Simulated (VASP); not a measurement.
Output of a VASP run:

### OSZICAR
```
...
DAV:   6    -0.355325796189E+02    0.92347E+00   -0.19593E+00  1796   0.116E+01    0.740E+00
DAV:   7    -0.354024860697E+02    0.13009E+00   -0.88893E-01  1784   0.381E+00    0.269E+00
DAV:   8    -0.353900822331E+02    0.12404E-01   -0.11890E-01  1740   0.294E+00    0.579E-01
DAV:   9    -0.353884692096E+02    0.16130E-02   -0.16449E-02  1856   0.131E+00    0.136E-01
DAV:  10    -0.353881199196E+02    0.34929E-03   -0.17144E-03  1868   0.335E-01    0.466E-02
DAV:  11    -0.353881532272E+02   -0.33308E-04   -0.59768E-04  1736   0.149E-01    0.426E-02
DAV:  12    -0.353881354044E+02    0.17823E-04   -0.12732E-04  1572   0.915E-02    0.151E-02
DAV:  13    -0.353881356620E+02   -0.25757E-06   -0.96138E-06  1688   0.175E-02
   1 F= -.35388136E+02 E0= -.35388134E+02  d E =-.353881E+02
       N       E                     dE             d eps       ncg     rms          rms(c)
DAV:   1    -0.354080373783E+02   -0.19902E-01   -0.37093E-01  1829   0.632E+00    0.938E-01
DAV:   2    -0.353922561541E+02    0.15781E-01   -0.41487E-02  1784   0.236E+00    0.388E-01
DAV:   3    -0.353894299904E+02    0.28262E-02   -0.56382E-03  1802   0.654E-01    0.270E-01
DAV:   4    -0.353887485251E+02    0.68147E-03   -0.11873E-03  1910   0.270E-01    0.627E-02
DAV:   5    -0.353887012093E+02    0.47316E-04   -0.32906E-04  1781   0.184E-01    0.279E-02
DAV:   6    -0.353887013821E+02   -0.17276E-06   -0.53585E-05  1772   0.490E-02    0.775E-03
DAV:   7    -0.353887003693E+02    0.10127E-05   -0.30669E-06  1356   0.137E-02    0.565E-03
DAV:   8    -0.353887001514E+02    0.21790E-06   -0.15137E-06   867   0.944E-03
   2 F= -.35388700E+02 E0= -.35388698E+02  d E =-.564489E-03
       N       E                     dE             d eps       ncg     rms          rms(c)
DAV:   1    -0.353904694784E+02   -0.17691E-02   -0.32444E-02  1818   0.189E+00    0.279E-01
DAV:   2    -0.353891039646E+02    0.13655E-02   -0.35453E-03  1781   0.690E-01    0.115E-01
DAV:   3    -0.353888571483E+02    0.24682E-03   -0.48712E-04  1807   0.195E-01    0.809E-02
DAV:   4    -0.353887966809E+02    0.60467E-04   -0.10470E-04  1894   0.815E-02    0.178E-02
DAV:   5    -0.353887926623E+02    0.40186E-05   -0.28231E-05  1775   0.533E-02    0.786E-03
DAV:   6    -0.353887926876E+02   -0.25328E-07   -0.46098E-06  1435   0.142E-02
   3 F= -.35388793E+02 E0= -.35388791E+02  d E =-.657026E-03
       N       E                     dE             d eps       ncg     rms          rms(c)
DAV:   1    -0.353888092314E+02   -0.16569E-04   -0.29390E-04  1818   0.178E-01    0.274E-02
DAV:   2    -0.353887960609E+02    0.13171E-04   -0.34741E-05  1778   0.684E-02    0.114E-02
DAV:   3    -0.353887937692E+02    0.22917E-05   -0.44896E-06  1259   0.188E-02    0.784E-03
DAV:   4    -0.353887931923E+02    0.57690E-06   -0.12512E-06  1002   0.833E-03
   4 F= -.35388793E+02 E0= -.35388792E+02  d E =-.657530E-03
       N       E                     dE             d eps       ncg     rms          rms(c)
DAV:   1    -0.353895200359E+02   -0.72627E-03   -0.22129E-02  1669   0.897E-01    0.148E-01
DAV:   2    -0.353892020142E+02    0.31802E-03   -0.65556E-04  2022   0.252E-01    0.859E-02
DAV:   3    -0.353890283384E+02    0.17368E-03   -0.17952E-04  2229   0.110E-01    0.220E-02
DAV:   4    -0.353890263572E+02    0.19812E-05   -0.39349E-05  1811   0.478E-02    0.856E-03
DAV:   5    -0.353890264589E+02   -0.10171E-06   -0.25819E-06  1358   0.124E-02
   5 F= -.35389026E+02 E0= -.35389024E+02  d E =-.233267E-03
```

File OUTCAR:
```
------------------------ aborting loop because EDIFF is reached ----------------------------------------
  FORCE on cell =-STRESS in cart. coord.  units (eV):
  Direction    XX          YY          ZZ          XY          YZ          ZX
  --------------------------------------------------------------------------------------
  Total       -0.0238523     -0.0238523      0.1364638      0.0000000      0.0000000      0.0000000
  in kB       -0.1971024     -0.1971024      1.1276609      0.0000000      0.0000000      0.0000000
  external PRESSURE =       0.2444854 kB  Pullay stress =       0.0000000 kB
  volume of cell :      193.89
      direct lattice vectors                 reciprocal lattice vectors
    -2.943105090  2.943105090  5.596003402     0.000000000  0.169888599  0.089349481
     2.943105090 -2.943105090  5.596003402     0.169888599  0.000000000  0.089349481
     2.943105090  2.943105090 -5.596003402     0.169888599  0.169888599  0.000000000
 POSITION                                       TOTAL-FORCE (eV/Angst)
 -----------------------------------------------------------------------------------
     -2.94311      2.94311      5.59600         0.000000     -0.000000     -0.000000
      0.00000      2.94311      2.79800        -0.000000     -0.000000      0.000000
      0.00000      0.00000      5.59600        -0.000000     -0.000000      0.000000
      2.94311      0.00000      2.79800         0.000000     -0.000000     -0.000000
      1.32741      1.47155      6.99500         0.007785      0.000000      0.000000
      1.47155     -1.32741      4.19700        -0.000000     -0.007785     -0.000000
      1.61570      1.47155      1.39900        -0.007785     -0.000000     -0.000000
      1.47155      4.27051     -1.39900         0.000000      0.007785      0.000000
 -----------------------------------------------------------------------------------
    total drift:                               -0.000002     -0.000002     -0.000005
  FREE ENERGIE OF THE ION-ELECTRON SYSTEM (eV)
  ---------------------------------------------------
  free  energy   TOTEN  =       -35.3890264589 eV

  energy  without entropy=      -35.3890220765  energy(sigma->0) =      -35.38902427

 reached required accuracy - stopping structural energy minimisation
```
(Selected blocks of OUTCAR.)

**POSCAR**
```
CdGeAs2
1
   -2.9495079316     2.9495079316     5.5923631955
    2.9495079316    -2.9495079316     5.5923631955
    2.9495079316     2.9495079316    -5.5923631955
Cd Ge As
2 2 4
Direct
  0.0000000000   0.0000000000   0.0000000000
  0.7500000000   0.2500000000   0.5000000000
  0.5000000000   0.5000000000   0.0000000000
  0.2500000000   0.7500000000   0.5000000000
  0.8750000000   0.8503200590   0.4753200590
  0.1496799410   0.6250000000   0.0246799410
  0.3750000000   0.3996799410   0.5246799410
  0.6003200590   0.1250000000   0.9753200590
```

Task: Write an INCAR and KPOINTS that could have produced this output.

Result: Several could match; the one computed here: the input of the run itself, LDA (Ceperley-Alder, Perdew-Zunger), plane waves, VASP's LDA PAW potentials (set 64).

KPOINTS:
```
K-points
0
gamma
  5 5 5
0 0 0
```

### INCAR
```
SYSTEM = CdGeAs2
PREC = Accurate
ENCUT = 400
EDIFF = 1E-6
NELM = 100
ALGO = Normal
LREAL = .FALSE.
LASPH = .TRUE.
ISMEAR = 0
SIGMA = 0.05
LMAXMIX = 4
LWAVE = .FALSE.
LCHARG = .FALSE.
IBRION = 2
ISIF = 3
NSW = 60
EDIFFG = -0.02
```

POTCAR, in this order: Cd Ge_d As (LDA.64 set). Program: vasp_std.

The compound is CdGeAs2 in the chalcopyrite structure. This run relaxes it. Symmetry was kept, so distortions that lower it aren't found. The start is the result of an earlier pass.
